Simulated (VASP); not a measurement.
Input:

```yaml
crystal:
  lattice:
    - [2.26275, 0.00000, 0.00000]
    - [-1.13138, 1.95960, 0.00000]
    - [0.00000, 0.00000, 7.28041]
  atoms:
    - { symbol: Be, position: [0.00000, 0.00000, 0.00000] }
    - { symbol: Be, position: [0.00000, 0.00000, 0.50000] }
    - { symbol: Be, position: [0.33333, 0.66667, 0.25000] }
    - { symbol: Be, position: [0.66667, 0.33333, 0.75000] }
```

The numbers are results of PBE GGA, VASP's PBE PAW potentials (set 64) (plane waves; VASP), not measurements. Settings: 300 eV cut-off, 22×22×6 Γ-centred mesh, Gaussian smearing of 0.20 eV, potentials Be.

At this cut-off the stress carries a Pulay error, which pulls relaxed volumes low.

Question: Give the stress tensor in GPa (positive for a compressed cell).

Answer: 
```
-1.37   0.00   0.00
 0.00  -1.37   0.00
 0.00   0.00  -4.49
```
The pressure is its mean diagonal, -2.41 GPa.

The structure was generated: Be was put into an ordered model structure, which need not be its known phase. The cell was not relaxed at this level.
